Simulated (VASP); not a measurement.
Given:

```xyz
4
Lattice="3.1043 0.0000 0.0000 -1.5521 2.6884 0.0000 0.0000 0.0000 5.5332" Properties=species:S:1:pos:R:3 pbc="T T T"
Ta     3.1043     0.0000     5.5332
Ta     3.1043     0.0000     2.7666
C      0.0000     1.7922     1.3833
C      1.5521     0.8961     4.1499
```

Method: PBEsol GGA, VASP's PBE PAW potentials (set 64) (plane waves; VASP). Run with 520 eV cut-off, 13×13×6 Γ-centred mesh, tetrahedra with Blöchl corrections, potentials Ta_pv C.

The cores are frozen, which limits the accuracy of field gradients.

### Question
Give the principal components of the electric field gradient (V/Å²) and the asymmetry η at each nucleus.

### Answer

| atom | Vxx | Vyy | Vzz | η |
|---|---|---|---|---|
| Ta1 | 136.8 | 136.8 | -273.6 | 0.00 |
| Ta2 | 136.8 | 136.8 | -273.6 | 0.00 |
| C3 | -3.3 | -3.3 | 6.6 | 0.00 |
| C4 | -3.3 | -3.3 | 6.6 | 0.00 |

The structure was generated: TaC was put into the NiAs type (P6_3/mmc), which need not be its known phase. It was relaxed first, which changed the volume by -44 %.
